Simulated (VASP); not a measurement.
Crystal: SiO.

```
Si O
1.0
     2.80697    0.00000    0.00000
     0.00000    2.80697    0.00000
     0.00000    0.00000    2.80697
Si O
1 1
Direct
  0.00000 0.00000 0.00000
  0.50000 0.50000 0.50000
```

The cell was built by a generator and needn't be a form met in nature.

| Item | Value |
| --- | --- |
| Program | VASP 6.6.1 |
| Task | relaxation of cell and atoms |
| Functional | SCAN |
| Potentials or basis | VASP PAW PBE potentials, release 64 (Si, O) |
| Cutoff | 600 eV |
| k mesh | 9 × 9 × 9 |
| Occupations | gaussian, width 0.05 eV |
| Spin | no spin polarisation |

At the start: pressure -4.7 GPa; volume 11.06 Å³/atom.

Problem. How do energy, volume and symmetry change on relaxing?

Solution. Over 3 steps the energy falls by 5.6 meV/atom and the volume is 10.69 Å³/atom (-3.4 %); space group Pm-3m (No. 221, to 0.05 Å).

The path:
| step | energy change (eV) | largest force (eV/Å) | pressure (GPa) | volume (Å³) |
| --- | --- | --- | --- | --- |
| 1 | 0.0000 | 0.0000 | -4.66 | 22.12 |
| 2 | -0.0096 | 0.0000 | 1.88 | 21.10 |
| 3 | -0.0112 | 0.0000 | 0.05 | 21.37 |

Final structure:
```yaml
crystal:
  lattice:
    - [2.77508, 0.00000, 0.00000]
    - [0.00000, 2.77508, 0.00000]
    - [0.00000, 0.00000, 2.77508]
  atoms:
    - { symbol: Si, position: [0.00000, 0.00000, 0.00000] }
    - { symbol: O, position: [0.50000, 0.50000, 0.50000] }
```

Caveat: the PAW data sets were made with another functional, which shifts forces and pressure a little.
